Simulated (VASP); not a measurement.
Consider the following.

```
CELL_PARAMETERS angstrom
      1.53043    -2.65078     0.00000
      1.53043     2.65078     0.00000
      0.00000     0.00000     3.44383
ATOMIC_POSITIONS crystal
  Mg 0.00000 0.00000 0.00000
  B  0.33333 0.66667 0.50000
  B  0.66667 0.33333 0.50000
```

Calculation: PBE GGA with D4 dispersion, VASP's PBE PAW potentials (set 64) (plane waves; VASP 6.6.1). Numerical set-up: 520 eV cut-off, 13×13×10 Γ-centred mesh, tetrahedra with Blöchl corrections, potentials Mg B.

The cores are frozen, which limits the accuracy of field gradients.

Question: Give the principal components of the electric field gradient (V/Å²) and the asymmetry η at each nucleus.

Answer: 
```
atom   Vxx   Vyy   Vzz     η
----  ----  ----  ----  ----
Mg1    0.3   0.3  -0.7  0.00
B2    -9.7  -9.7  19.5  0.00
B3    -9.7  -9.7  19.5  0.00
```

The compound is MgB2 in the AlB2 type structure. It was relaxed first.
